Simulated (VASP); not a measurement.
Here is a VASP 6.6.1 calculation.

The input INCAR:

```
SYSTEM = LaSc
PREC     = Accurate       ! precision mode
ENCUT    = 600            ! plane-wave cutoff, eV
EDIFF    = 1E-6           ! SCF threshold, eV
ISMEAR   = -1             ! smearing method
SIGMA    = 0.05           ! smearing width, eV
LREAL    = .FALSE.        ! projectors in reciprocal space
LASPH    = .TRUE.         ! aspherical terms in the spheres
NELM     = 60             ! most SCF steps
ALGO     = Normal         ! electronic algorithm
ISIF     = 3              ! what is computed and relaxed
LWAVE    = .FALSE.        ! write WAVECAR
LCHARG   = .FALSE.        ! write CHGCAR
GGA      = PE             ! functional
IBRION   = 2              ! ionic algorithm
NSW      = 60             ! ionic steps
EDIFFG   = -0.005         ! ionic threshold
```

File KPOINTS:

```
regular mesh
0
G
  7 7 7
  0 0 0
```

The input POSCAR:

```
LaSc
1.0
    3.9480400000      0.0000000000      0.0000000000
    0.0000000000      3.9480400000      0.0000000000
    0.0000000000      0.0000000000      3.9480400000
La Sc
1 1
Direct
    0.0000000000      0.0000000000      0.0000000000
    0.5000000000      0.5000000000      0.5000000000
```

Potentials or basis: VASP PAW PBE potentials, release 54 (La, Sc_sv).

Launch:

```console
$ cat potpaw_PBE.54/La/POTCAR potpaw_PBE.54/Sc_sv/POTCAR > POTCAR
$ mpirun -np 1 vasp_std > vasp.out
```

(1) Estimate the band gap on the k mesh.

(2) What does it give for the space group after relaxing (to 0.05 Å)?

(3) Estimate the relaxed volume.

(4) Estimate the relaxed cell.

## Answers

(1) none (metal or under the smearing width).

(2) Pm-3m (No. 221).

(3) 30.80 Å³/atom.

(4) a = 3.949 Å, b = 3.949 Å, c = 3.949 Å, α = 90.00°, β = 90.00°, γ = 90.00°.
